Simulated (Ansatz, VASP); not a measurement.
**SrAl2Ge10O24 in two plane-wave programs**

Wanted: the spread between two codes on one cell, functional and k mesh. The structure shown is frame 30 of Ansatz's trajectory.

Calculated with Ansatz 0.2.0; plane waves, with VASP 6.6.1 beside it; single point at PBE.

**1. The structure**

The cell holds 111 atoms: 30 Ge, 6 Al, 3 Sr and 72 O. Its edges and angles: a = 11.866 Å, b = 11.866 Å, c = 11.866 Å, α = 90.0°, β = 90.0°, γ = 90.0°. As first built, before any earlier steps moved the atoms (in the runner's words): 111 atoms (30 Ge, 6 Al, 3 Sr, 72 O) placed at random at 3.7 g/cm^3, melted at 4000 K for 10 ps at fixed volume with the Morse and Coulomb pair potential with partial charges (Pedone, Malavasi, Menziani, Cormack and Segre, J. Phys. Chem. B 110, 11780 (2006)). Quenched from 4000 K to 300 K at 10 K/ps and fixed volume, held 10 ps at zero pressure.

**2. Ansatz: dynamics, PBE**

Ansatz runs on its default PAW (the set named soft_2) files.

One frame of this run of dynamics is then solved in both programs, so the motion causes no difference.

The input, input.yaml:

```yaml
crystal:
  lattice:
    - [11.8657, 0.0, 0.0]
    - [0.0, 11.8657, 0.0]
    - [0.0, 0.0, 11.8657]
  atoms:
    - { symbol: Ge, position: [0.90803, 0.95387, 0.79632] }
    - { symbol: Ge, position: [0.45859, 0.49842, 0.1966] }
    - { symbol: Ge, position: [0.49212, 0.03427, 0.64225] }
    - { symbol: Ge, position: [0.18362, 0.67884, 0.86512] }
    - { symbol: Ge, position: [0.99534, 0.98788, 0.20902] }
    - { symbol: Ge, position: [0.66671, 0.37828, 0.8113] }
    - { symbol: Ge, position: [0.92193, 0.34288, 0.61257] }
    - { symbol: Ge, position: [0.47953, 0.99758, 0.35384] }
    - { symbol: Ge, position: [0.35063, 0.26569, 0.75236] }
    - { symbol: Ge, position: [0.29679, 0.44497, 0.96683] }
    - { symbol: Ge, position: [0.57054, 0.21167, 0.98836] }
    - { symbol: Ge, position: [0.18896, 0.0349, 0.41951] }
    - { symbol: Ge, position: [0.11555, 0.73415, 0.14417] }
    - { symbol: Ge, position: [0.18282, 0.32999, 0.19224] }
    - { symbol: Ge, position: [0.92128, 0.56843, 0.47227] }
    - { symbol: Ge, position: [0.69235, 0.39748, 0.16832] }
    - { symbol: Ge, position: [0.31399, 0.11346, 0.07623] }
    - { symbol: Ge, position: [0.93237, 0.68592, 0.73361] }
    - { symbol: Ge, position: [0.52833, 0.38587, 0.57734] }
    - { symbol: Ge, position: [0.76391, 0.97469, 0.36373] }
    - { symbol: Ge, position: [0.92078, 0.53666, 0.09778] }
    - { symbol: Ge, position: [0.43752, 0.62746, 0.47168] }
    - { symbol: Ge, position: [0.18697, 0.51072, 0.40113] }
    - { symbol: Ge, position: [0.45828, 0.76469, 0.72675] }
    - { symbol: Ge, position: [0.68522, 0.96618, 0.97438] }
    - { symbol: Ge, position: [0.16326, 0.27093, 0.55992] }
    - { symbol: Ge, position: [0.70669, 0.70655, 0.38372] }
    - { symbol: Ge, position: [0.6729, 0.64379, 0.8433] }
    - { symbol: Ge, position: [0.06331, 0.12465, 0.96218] }
    - { symbol: Ge, position: [0.76261, 0.10637, 0.61109] }
[... 75 atom lines left out ...]
    - { symbol: O, position: [0.44796, 0.3721, 0.25971] }
    - { symbol: O, position: [0.13961, 0.724, 0.99862] }
    - { symbol: O, position: [0.81106, 0.24833, 0.60688] }
    - { symbol: O, position: [0.60405, 0.51487, 0.18143] }
    - { symbol: O, position: [0.79434, 0.34411, 0.85123] }
    - { symbol: O, position: [0.46096, 0.90434, 0.70054] }
kpoints:
  mp_grid: { grid: [1, 1, 1] }
hamiltonian:
  xc: pbe
scf:
  occupations: { method: fixed }
output:
  forces: true
md:
  timestep: 1.0
  n_steps: 91
  ensemble: nvt_nose_hoover
  temperature: 600
  initial_velocities: maxwell_boltzmann
  seed: 2067
```

The run is started by

```
ansatz run input.yaml --threads 4 --pin off --max-ram 8192MiB --backend cpu --events-out ev --progress --plain --runs-dir out
```

Numbers of over 12 decimals in the logs are rounded to 6 here.

The program printed:

```text
Warning: md: disabling space-group detection — thermal motion breaks the input geometry's symmetry, so no spatial operation reduces the k-mesh or symmetrises the density; time reversal is kept, so that k and −k are solved as one point where they differ and the mesh holds both, and exact exchange and, on two spinor components, a DFT+U term hold to it where the run has them: on two components no moment then forms, and  [...]
Engine: ansatz 0.2.0, aarch64-unknown-linux-gnu
Pseudopotentials: kind: paw
Pseudopotential: Ge, paw, valence charge 14, recommended cutoff 420 eV (normal), Ge.paw.azcp
Pseudopotential: Al, paw, valence charge 3, recommended cutoff 420 eV (normal), Al.paw.azcp
Pseudopotential: Sr, paw, valence charge 10, recommended cutoff 420 eV (normal), Sr.paw.azcp
Pseudopotential: O, paw, valence charge 6, recommended cutoff 420 eV (normal), O.paw.azcp
Functional definition: PBE
  parameter kappa = 0.804
  parameter beta = 0.066725
  exchange = pbe_x(kappa = kappa, mu = beta*pi^2/3)
  correlation = pbe_c(beta = beta)
Crystal: 111 atoms, lattice volume = 1670.629 Å³
Basis set: ecut = 420 eV, 32675 PW (Γ), exchange–correlation on 160×160×160 points (8 copies of the dense FFT grid, shifted against one another)
Bands: 561, of which v1, the nominal top of the filled ones, is band 450 counted from 1 (449 counted from 0)
Symmetry: 1 space group operations
k-points: 1
Non-local potential: Ge, projectors of the file, l = 0: 2, l = 1: 2, l = 2: 3, l = 3: 1
Non-local potential: Al, projectors of the file, l = 0: 2, l = 1: 2, l = 2: 1
Non-local potential: Sr, projectors of the file, l = 0: 3, l = 1: 2, l = 2: 2
Non-local potential: O, projectors of the file, l = 0: 2, l = 1: 2, l = 2: 1
PAW form: soft (Blöchl's): semilocal exchange-correlation on the pseudo side does not see the compensation charge
PAW one-centre angular grid: Ge, 590 points (default); XC on 64 Gauss nodes
PAW one-centre angular grid: Al, 110 points (default); XC on 64 Gauss nodes
PAW one-centre angular grid: Sr, 110 points (default); XC on 64 Gauss nodes
PAW one-centre angular grid: O, 110 points (default); XC on 64 Gauss nodes
Initial density: superposition of atomic densities (neutral atoms: chi_scale 0, normalization atom), corrected by the library's trained network
Initial wavefunctions: pseudopotential atomic-orbital guess
Functional: x = pbe(κ = 0.804, μ = 0.219515), c = pbe(β = 0.066725)
SCF iter   1: F=—  HF=-183569.696760 eV  |F-HF|=—  |Δ(HF+E_count)|=         —  Δρ=2.69e-3  dr2=1.59e-1  ethr=1.77e-3  ⟨swp⟩=4.0  Hψ=1963  notcnv=0  defer=109
preconditioner: auto → Resta (q_TF=auto, 2.461 Å⁻¹)  ε∞=2.8  [insulator: Δε(μ)=1.457 eV  Ē_g=20.331 eV  n_scr=436 (ndim 8)  ℏωp=27.2 eV  f_vac=0.225  ε∞_Penn≈2.8]
SCF iter   2: F=—  HF=-183569.691628 eV  |F-HF|=—  |Δ(HF+E_count)|=   5.13e-3  Δρ=1.49e-3  dr2=3.68e-2  ethr=1.76e-5  ⟨swp⟩=3.0  Hψ=821  notcnv=0  defer=109
SCF iter   3: F=—  HF=-183569.692806 eV  |F-HF|=—  |Δ(HF+E_count)|=   1.18e-3  Δρ=8.11e-4  dr2=1.22e-2  ethr=4.09e-6  ⟨swp⟩=2.0  Hψ=905  notcnv=0  defer=109
SCF iter   4: F=—  HF=-183569.691327 eV  |F-HF|=—  |Δ(HF+E_count)|=   1.48e-3  Δρ=2.23e-4  dr2=9.33e-4  ethr=1.36e-6  ⟨swp⟩=2.0  Hψ=709  notcnv=0  defer=109
SCF iter   5: F=—  HF=-183569.691430 eV  |F-HF|=—  |Δ(HF+E_count)|=   1.03e-4  Δρ=1.40e-4  dr2=3.07e-4  ethr=1.04e-7  ⟨swp⟩=3.0  Hψ=904  notcnv=0  defer=109
SCF iter   6: F=—  HF=-183569.691444 eV  |F-HF|=—  |Δ(HF+E_count)|=   1.46e-5  Δρ=4.04e-5  dr2=2.70e-5  ethr=3.42e-8  ⟨swp⟩=3.0  Hψ=767  notcnv=0  defer=107
SCF iter   7: F=—  HF=-183569.691485 eV  |F-HF|=—  |Δ(HF+E_count)|=   4.10e-5  Δρ=1.80e-5  dr2=4.67e-6  ethr=3.00e-9  ⟨swp⟩=3.0  Hψ=1012  notcnv=0  defer=106
SCF iter   8: F=—  HF=-183569.691489 eV  |F-HF|=—  |Δ(HF+E_count)|=   3.13e-6  Δρ=6.79e-6  dr2=7.10e-7  ethr=5.19e-10  ⟨swp⟩=2.0  Hψ=731  notcnv=0  defer=106
SCF iter   9: F=—  HF=-183569.691489 eV  |F-HF|=—  |Δ(HF+E_count)|=   3.77e-7  Δρ=2.61e-6  dr2=1.07e-7  ethr=7.89e-11  ⟨swp⟩=2.0  Hψ=903  notcnv=0  defer=106
SCF iter  10: F=-183569.691489 eV  HF=-183569.691489 eV  |F-HF|=1.15e-8  |Δ(HF+E_count)|=   4.85e-8  Δρ=1.12e-6  dr2=1.98e-8  ethr=1.11e-11  ⟨swp⟩=4.0  Hψ=1620  notcnv=0
SCF 1 converged in 10 iterations: F = -183569.691489 eV  dr2 = 1.98e-8
  greatest PAW one-centre occupation: 0.999 electrons in one spin orbital (limit 2), on the Ge atom at site 21 (counted from 0), in its partial waves of l = 2
md step     0: t =     0.00 fs  T =   600.0 K  F+E_penalty+E_count = -183569.69148902 eV  E_kin = 8.531160 eV  conserved = -183561.16032909 eV  (10 SCF iters)
[...]
md step    90: t =    90.00 fs  T =   627.0 K  F+E_penalty+E_count = -183571.70780852 eV  E_kin = 8.915724 eV  conserved = -183561.15994096 eV  (9 SCF iters)
[...]
md step    91: t =    91.00 fs  T =   616.2 K  F+E_penalty+E_count = -183571.57556272 eV  E_kin = 8.762098 eV  conserved = -183561.15975033 eV  (9 SCF iters)
SCF converged after 9 iterations
Free energy (F): -183571.575563 eV
Harris-Foulkes:  -183571.575563 eV  (|F-HF|=1.07e-8)
Internal energy: -183571.575563 eV  (E = F + TS)
E sigma→0 (E₀):  -183571.575563 eV
Fermi energy:    4.535221 eV
--- Per-component energies (eV) ---
  E_band       = -8143.275819
  E_kinetic    = 16828.185801
  E_local      = -126482.224524  (includes V_loc(G=0)·N_el)
  E_nonlocal   = 16889.324733
  E_hartree    = 53176.348411
  E_xc         = -8278.591547
  E_vxc        = -9305.883221  (∫ρ·V_xc dr)
  E_paw        = -83070.125388  (= ΣΔE_a)
  E_vpaw       = -12425.558912  (= ΣTr[D̂ρ^β])
  E_aug_tail   = 0.185228  (compensation charges beyond the density's cutoff)
  E_ewald      = -52634.678278
  E_smearing   = -0.000000  (= −TS)
  E_closure    = -0.000000  (closes the sum)
  Σ components = -183571.575563   (vs F -183571.575563, Δ=0.00e0)
--- Forces (eV/Å), atoms counted from 1 ---
  atom   1  Ge     1.52853144     1.80260883    -0.60783636
  atom   2  Ge     1.04072251    -1.38887084     2.13827351
  atom   3  Ge     0.03443280     1.43208384    -3.44378326
  atom   4  Ge    -0.06526982    -0.07679688    -0.68060902
  atom   5  Ge    -0.47163755     3.36273314     1.34525966
  atom   6  Ge     1.34820120     0.81693032     1.73349365
  atom   7  Ge    -0.52962148    -0.33444541    -2.93505921
  atom   8  Ge    -0.18681797     4.19931907     1.42581494
  atom   9  Ge    -0.43672429    -3.21891170    -0.12616127
  atom  10  Ge     0.29459205     1.76623021     1.89783813
  atom  11  Ge    -1.92272414     1.09841292     1.10651918
  atom  12  Ge     0.49825653     1.00931547    -2.38439570
  atom  13  Ge    -0.16357081    -1.23214231     0.28048872
  atom  14  Ge    -1.87547419    -0.81497132     1.39316942
  atom  15  Ge    -0.20589905    -0.92962970    -0.23769519
  atom  16  Ge    -1.84884733     0.25630098     2.34487944
  atom  17  Ge    -1.31238199    -0.33613799    -0.46772748
  atom  18  Ge     1.20826389     0.99118945    -0.26748671
  atom  19  Ge    -0.56475104    -0.71115911     0.84305147
  atom  20  Ge    -1.40950392     0.61437458     1.19736856
  atom  21  Ge     0.15826422     1.00001126    -0.40786966
  atom  22  Ge    -1.67809465    -0.39327988    -0.65230468
  atom  23  Ge    -1.07675882     2.92697545    -3.07081073
  atom  24  Ge     0.67864411    -1.11479266     3.06104784
[...]
atom 104  O     -0.91519253    -0.05146661    -0.40196545
  atom 105  O      0.81749337    -0.22719842     0.89791436
  atom 106  O     -0.19771156     1.85198541    -1.22151063
  atom 107  O     -0.43758775     0.90244728     1.19112251
  atom 108  O     -0.24096455     0.90468419     0.58473440
  atom 109  O     -0.90457460    -0.90860889    -1.46419628
  atom 110  O     -2.42002199    -0.60397571    -0.32255777
  atom 111  O     -1.13461492    -0.52751274     0.39619893
  max |Σ_I F_I| component: 7.49e-5 eV/Å
--- MD trajectory: 91 steps, t = 0.0 → 91.0 fs ---
  final state: T = 616.2 K   F+E_penalty+E_count = -183571.57556272 eV   E_kin = 8.762098 eV
  conserved energy: peak-to-peak 1.328e-2 eV (1.196e-4 eV/atom) over 91.0 fs
```

**3. VASP: single point, PBE**

The same cell, functional and mesh now go to VASP, with its own data sets.

Lines of VASP's logs that name or quote its potential files are left out, and so is its time.

The input, INCAR:

```
SYSTEM = SrAl2Ge10O24
PREC = Accurate
ENCUT = 520
EDIFF = 1E-06
NELM = 120
ISMEAR = 0
SIGMA = 0.01
LREAL = Auto
ALGO = Normal
GGA = PE
NBANDS = 528
LORBIT = 11
LWAVE = .FALSE.
LCHARG = .FALSE.
ISIF = 2
LASPH = .TRUE.
GGA_COMPAT = .FALSE.
EFERMI = MIDGAP
NCORE = 4
```

The input, POSCAR:

```
SrAl2Ge10O24
1.0
   11.8657000000      0.0000000000      0.0000000000
    0.0000000000     11.8657000000      0.0000000000
    0.0000000000      0.0000000000     11.8657000000
Ge Al Sr O
30 6 3 72
Direct
    0.9064951920      0.9624632344      0.8076893904
    0.4584811684      0.4922676285      0.1992465678
    0.4904219726      0.0399217914      0.6393638808
    0.1897654584      0.6830781159      0.8714867222
    0.9965615177      0.9889176365      0.2018338573
    0.6712962573      0.3811321709      0.8085068728
    0.9190523947      0.3367015852      0.6129179062
    0.4676504547      0.0073320579      0.3657685598
    0.3523264536      0.2646535813      0.7426616213
    0.2986085945      0.4429742872      0.9694750415
    0.5676445553      0.2134050246      0.9908307137
    0.1890406803      0.0340140068      0.4279814929
    0.1154335606      0.7364420135      0.1414497248
    0.1662438794      0.3275407266      0.1836806931
    0.9316348804      0.5643240601      0.4701703229
    0.6873846465      0.3930741549      0.1753625998
    0.3127333406      0.1205660012      0.0804840844
    0.9441415171      0.6863480452      0.7374701872
    0.5293324456      0.3824216018      0.5795949670
    0.7623739012      0.9647639836      0.3578465662
    0.9252551472      0.5457073750      0.1022527116
    0.4398813386      0.6254413983      0.4672290720
    0.1868579182      0.5053642010      0.4028755151
    0.4617848083      0.7672535122      0.7298684443
    0.6820162317      0.9595641218      0.9880580160
    0.1665894132      0.2630186167      0.5581381629
    0.7004306531      0.7116647143      0.3837026050
    0.6706051897      0.6456424821      0.8453694262
    0.0604262707      0.1334350270      0.9657500190
    0.7596433417      0.1096016249      0.6032935267
[... 75 atom lines left out ...]
    0.4459492487      0.3628947302      0.2660188611
    0.1561896896      0.7385320714      0.0034300547
    0.7914830141      0.2556107099      0.6068499962
    0.6095047068      0.5230032784      0.1548159822
    0.7945422520      0.3269002250      0.8538897832
    0.4376732936      0.9118046133      0.7060266145
```

The input, KPOINTS:

```
Automatic mesh
0
Gamma
1 1 1
0 0 0
```

Potentials, in the order of the species: Ge_d, Al, Sr_sv and O (PBE family, release 64).

The run is started by

```
mpirun -np 16 vasp_gam
```

The program printed:

```text
[banner, memory and clock lines left out]
running   16 mpi-ranks, on    1 nodes
[...]
LDA part: xc-table for (Slater+PW92), standard interpolation
 POSCAR, INCAR and KPOINTS ok, starting setup
[...]
entering main loop
       N       E                     dE             d eps       ncg     rms          rms(c)
DAV:   1     0.306811045650E+05    0.30681E+05   -0.28218E+05  1256   0.427E+03
DAV:   2     0.651337652349E+04   -0.24168E+05   -0.23106E+05  1056   0.116E+03
DAV:   3     0.210884672728E+03   -0.63025E+04   -0.58430E+04  1136   0.394E+02
DAV:   4    -0.768269437329E+03   -0.97915E+03   -0.95722E+03  1232   0.171E+02
[...]
DAV:  18    -0.708691619624E+03    0.57104E-05   -0.19646E-05  1360   0.234E-02    0.575E-03
DAV:  19    -0.708691620147E+03   -0.52288E-06   -0.22039E-05  1440   0.122E-02    0.339E-03
DAV:  20    -0.708691620082E+03    0.64887E-07   -0.27287E-06   824   0.750E-03
   1 F= -.70869162E+03 E0= -.70869162E+03  d E =0.000000E+00
```

Parts of OUTCAR (step 3):

```text
  FREE ENERGIE OF THE ION-ELECTRON SYSTEM (eV)
  ---------------------------------------------------
  free  energy   TOTEN  =      -708.6916200825 eV

  energy  without entropy=     -708.6916200825  energy(sigma->0) =     -708.69162008
```

The run ends at a pressure of -3.50 GPa, with forces up to 3.6 eV/Å.

**4. Differences**

Known differences besides the potentials themselves: fixed occupations in Ansatz, narrow Gaussian smearing in VASP; the cutoff is 420 eV in Ansatz and 520 eV in VASP (PREC = Accurate, projectors in real space). Total energies have different zeros and are not compared.

Forces on 9 of the 111 atoms, those with the largest forces and the largest differences (eV/Å; atoms numbered as in POSCAR):

| atom | Ansatz x, y, z | VASP x, y, z |
| --- | --- | --- |
| Ge3 | 0.350, -0.557, 3.659 | 0.334, -0.600, 3.523 |
| Ge6 | -2.931, -0.038, 0.792 | -2.852, -0.077, 0.813 |
| Ge25 | -2.456, 0.007, 0.713 | -2.358, 0.045, 0.676 |
| Ge26 | -2.219, -0.797, 1.750 | -2.202, -0.753, 1.705 |
| Ge29 | 0.530, -1.000, -0.891 | 0.456, -0.900, -0.905 |
| O51 | 2.305, -0.587, -1.896 | 2.274, -0.563, -1.888 |
| O81 | 2.317, 1.471, 1.679 | 2.308, 1.463, 1.673 |
| O89 | -2.381, 0.935, 1.703 | -2.420, 0.937, 1.729 |
| O93 | -1.607, 2.368, 0.727 | -1.567, 2.336, 0.737 |

The forces differ by 27 meV/Å r.m.s., which is 2.6 % of the r.m.s. force of 1.030 eV/Å (both taken over all components).

**5. What came out**

* r.m.s. force difference (single point, PBE): 2.6 % of the r.m.s. force

The r.m.s. force difference is 2.6 % of the r.m.s. force (single point, PBE), within the 3 % picked in this series as the mark of a large difference. 2 further runs of this series are not shown here. Such differences can come from data sets, numerical settings and the points named under the comparisons, not from the functional's error against experiment.

[Lines on the potential files, build, host, timing and source positions are cut from VASP's logs without a mark.]

[Logs are printed without paths, hosts, clocks, repeated set-up lines and the standing remarks that a program may print on its own settings, such as how far it seeks lower states.]

[Hosts, paths, dates, database ids (printed as entryN), source tags and the programs' standing remarks are cut or masked in the printed files.]
